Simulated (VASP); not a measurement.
All values below come from PBEsol GGA, VASP's PBE PAW potentials (set 64) (plane waves; VASP 6.6.1).

Input for VASP

File KPOINTS:
```
kpoints
0
Gamma
6 6 6
```

INCAR:
```
SYSTEM = Be2Ag
PREC = Accurate
ENCUT = 300
EDIFF = 1E-6
NELM = 100
ALGO = Normal
LREAL = .FALSE.
LASPH = .TRUE.
ISMEAR = 0
SIGMA = 0.1
GGA = PS
LMAXMIX = 4
LWAVE = .FALSE.
LCHARG = .FALSE.
ISIF = 2
```

POSCAR:
```
Be2Ag
6.2870
  0.0000000000   0.5000000000   0.5000000000
  0.5000000000   0.0000000000   0.5000000000
  0.5000000000   0.5000000000   0.0000000000
Ag Be
2 4
direct
  0.0000000000   0.0000000000   0.0000000000
  0.2500000000   0.2500000000   0.2500000000
  0.6250000000   0.6250000000   0.6250000000
  0.1250000000   0.6250000000   0.6250000000
  0.6250000000   0.6250000000   0.1250000000
  0.6250000000   0.1250000000   0.6250000000
```

POTCAR, in this order: Ag Be (PBE.64 set). Program: vasp_std.

Output of the run:

### OSZICAR
```
       N       E                     dE             d eps       ncg     rms          rms(c)
DAV:   1     0.915460276382E+02    0.91546E+02   -0.10256E+04   632   0.935E+02
DAV:   2    -0.246067206447E+02   -0.11615E+03   -0.11211E+03   675   0.229E+02
DAV:   3    -0.280002279529E+02   -0.33935E+01   -0.33591E+01   773   0.421E+01
DAV:   4    -0.280312180095E+02   -0.30990E-01   -0.30937E-01   705   0.410E+00
DAV:   5    -0.280315598413E+02   -0.34183E-03   -0.34178E-03   717   0.423E-01    0.161E+01
DAV:   6    -0.232267703129E+02    0.48048E+01   -0.33326E+01   653   0.647E+01    0.118E+01
DAV:   7    -0.228469976556E+02    0.37977E+00   -0.30817E+00   623   0.197E+01    0.419E+00
DAV:   8    -0.228010617124E+02    0.45936E-01   -0.16411E-01   677   0.378E+00    0.119E+00
DAV:   9    -0.227881965027E+02    0.12865E-01   -0.26643E-02   659   0.201E+00    0.808E-02
DAV:  10    -0.227882702111E+02   -0.73708E-04   -0.14403E-03   671   0.278E-01    0.108E-01
DAV:  11    -0.227881297814E+02    0.14043E-03   -0.34790E-04   662   0.179E-01    0.122E-02
DAV:  12    -0.227881318851E+02   -0.21037E-05   -0.20636E-05   662   0.343E-02    0.483E-03
DAV:  13    -0.227881319592E+02   -0.74119E-07   -0.15460E-06   441   0.137E-02
   1 F= -.22788132E+02 E0= -.22784276E+02  d E =-.771226E-02
```

File OUTCAR:
```
------------------------ aborting loop because EDIFF is reached ----------------------------------------
  FORCE on cell =-STRESS in cart. coord.  units (eV):
  Direction    XX          YY          ZZ          XY          YZ          ZX
  --------------------------------------------------------------------------------------
  Total        1.3310564      1.3310564      1.3310564     -0.0000000     -0.0000000      0.0000000
  in kB       34.3270636     34.3270636     34.3270636     -0.0000000     -0.0000000      0.0000000
  external PRESSURE =      34.3270636 kB  Pullay stress =       0.0000000 kB
  volume of cell :       62.13
      direct lattice vectors                 reciprocal lattice vectors
     0.000000000  3.143500000  3.143500000    -0.159058374  0.159058374  0.159058374
     3.143500000  0.000000000  3.143500000     0.159058374 -0.159058374  0.159058374
     3.143500000  3.143500000  0.000000000     0.159058374  0.159058374 -0.159058374
 POSITION                                       TOTAL-FORCE (eV/Angst)
 -----------------------------------------------------------------------------------
      0.00000      0.00000      0.00000        -0.000000     -0.000000     -0.000000
      1.57175      1.57175      1.57175         0.000000      0.000000      0.000000
      3.92937      3.92937      3.92937         0.000000      0.000000     -0.000000
      3.92937      2.35763      2.35763         0.000000      0.000000     -0.000000
      2.35763      2.35763      3.92937         0.000000      0.000000     -0.000000
      2.35763      3.92937      2.35763         0.000000      0.000000     -0.000000
 -----------------------------------------------------------------------------------
    total drift:                                0.000000      0.000000     -0.000000
  FREE ENERGIE OF THE ION-ELECTRON SYSTEM (eV)
  ---------------------------------------------------
  free  energy   TOTEN  =       -22.7881319592 eV

  energy  without entropy=      -22.7804197004  energy(sigma->0) =      -22.78427583
```
(Selected blocks of OUTCAR.)

At this cut-off the stress carries a Pulay error, which pulls relaxed volumes low.

The structure comes from a measured Be2Ag entry of the Crystallography Open Database, whose conditions weren't checked. The cell was not relaxed at this level.
